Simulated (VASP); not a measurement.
Wanted: the native input for a VASP 6.6.1 run.

| Item | Value |
| --- | --- |
| Task | relaxation of cell and atoms |
| Functional | PBE |
| Potentials or basis | VASP PAW PBE potentials, release 64 (Al) |
| Cutoff | 520 eV |
| k mesh | 10 × 10 × 10 |
| Occupations | gaussian, width 0.1 eV |
| Spin | no spin polarisation |
| Further INCAR settings | ALGO = Normal; EDIFF = 1e-07; IBRION = 2; EDIFFG = -0.002; NSW = 80; ISIF = 3 |

The structure of Al lies in POSCAR:

```
Al
1.0
    0.0000000000      2.0248050000      2.0248050000
    2.0248050000      0.0000000000      2.0248050000
    2.0248050000      2.0248050000      0.0000000000
Al
1
Direct
    0.0000000000      0.0000000000      0.0000000000
```

These files were run (other wordings do the same):

INCAR

```
SYSTEM = Al
PREC = Accurate
ENCUT = 520
EDIFF = 1E-7
ISMEAR = 0
SIGMA = 0.1
LREAL = .FALSE.
LASPH = .TRUE.
NELM = 80
ALGO = Normal
ISIF = 3
LWAVE = .FALSE.
LCHARG = .FALSE.
GGA = PE
IBRION = 2
NSW = 80
EDIFFG = -0.002
```

KPOINTS

```
Automatic mesh
0
G
  10 10 10
  0 0 0
```

Potentials or basis: VASP PAW PBE potentials, release 64 (Al).

The run is started by

```bash
$ cat potpaw_PBE.64/Al/POTCAR > POTCAR
$ mpirun -np 1 vasp_std > vasp.out
```

It gave:

```
Relaxed volume                         : 16.45 Å³/atom
Relaxed cell                           : a = 2.855 Å, b = 2.855 Å, c = 2.855 Å, α = 60.00°, β = 60.00°, γ = 60.00°
Space group after relaxing (to 0.05 Å) : Fm-3m (No. 225)
Energy gained by relaxing              : 0.3 meV/atom
Ionic steps                            : 2
Pressure after relaxing                : 0.0 GPa
Band gap on the k mesh                 : none (metal or under the smearing width)
```

It took 6.8 s on 1 thread of Intel(R) Xeon(R) Platinum 8375C CPU @ 2.90GHz (Ice Lake) (shared host), peak memory 0.13 GiB.
